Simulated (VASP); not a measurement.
Input:

```xyz
2
Lattice="2.9878 0.0000 0.0000 0.0000 2.9878 0.0000 0.0000 0.0000 2.9878" Properties=species:S:1:pos:R:3 pbc="T T T"
Ti     0.0000     0.0000     0.0000
Co     1.4939     1.4939     1.4939
```

Method: revPBE GGA, VASP's PBE PAW potentials (set 64) (plane waves; VASP). Numerical set-up: 520 eV cut-off, 12×12×12 Γ-centred mesh, first-order Methfessel-Paxton smearing of 0.10 eV, potentials Ti_sv Co.

Task: Predict the energy per atom (σ→0), band gap (on the k-mesh) with the smallest direct gap where there is one.

Result: 
The band gap (on the k-mesh) is none (metal, semimetal or under 0.01 eV) and the energy per atom (σ→0) is -7.432 eV/atom.

The compound is TiCo in the CsCl type structure. It was relaxed first. The run is not spin-polarised, so no magnetic state was tried. The electron count is odd and the run is not spin-polarised, which forces a metal.
